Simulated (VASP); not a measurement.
OSZICAR of a VASP run on Nb (bcc):

**OSZICAR**
```
       N       E                     dE             d eps       ncg     rms          rms(c)
DAV:   1     0.108975570133E+03    0.10898E+03   -0.72823E+03  2096   0.123E+03
DAV:   2    -0.571526579877E+01   -0.11469E+03   -0.11194E+03  2262   0.429E+02
DAV:   3    -0.103221399108E+02   -0.46069E+01   -0.44102E+01  3036   0.733E+01
DAV:   4    -0.105885734560E+02   -0.26643E+00   -0.26395E+00  3018   0.156E+01
DAV:   5    -0.105971999781E+02   -0.86265E-02   -0.86230E-02  3054   0.228E+00    0.749E+00
DAV:   6    -0.102345442147E+02    0.36266E+00   -0.72107E-01  3198   0.114E+01    0.266E+00
DAV:   7    -0.101942544787E+02    0.40290E-01   -0.22407E-01  3248   0.627E+00    0.930E-01
DAV:   8    -0.101996919903E+02   -0.54375E-02   -0.12633E-02  2420   0.173E+00    0.477E-02
DAV:   9    -0.101997335932E+02   -0.41603E-04   -0.10984E-03  3534   0.336E-01    0.472E-02
DAV:  10    -0.101997507557E+02   -0.17162E-04   -0.28302E-05  2582   0.791E-02    0.196E-02
DAV:  11    -0.101997425705E+02    0.81852E-05   -0.71405E-06  2312   0.545E-02    0.360E-03
DAV:  12    -0.101997423650E+02    0.20549E-06   -0.20651E-07  2098   0.671E-03    0.177E-03
DAV:  13    -0.101997421466E+02    0.21842E-06   -0.50864E-08  1222   0.324E-03    0.474E-04
DAV:  14    -0.101997421382E+02    0.83915E-08   -0.14413E-08  1184   0.208E-03
   1 F= -.10199742E+02 E0= -.10199817E+02  d E =0.225890E-03
```

Task: Which electronic solver shows in the log?

Result: It is blocked Davidson (ALGO = Normal, or the opening steps of other solvers). The INCAR had ALGO = Normal.

Task: Can the final energy be trusted as converged?

Result: The calculation finished and met its thresholds. It stopped with EDIFF = 1E-7, NELM = 100 (PBE GGA, plane waves, VASP's PBE PAW potentials (set 64)).

The compound is Nb in the bcc structure. This cell was strained or had an atom moved on purpose.
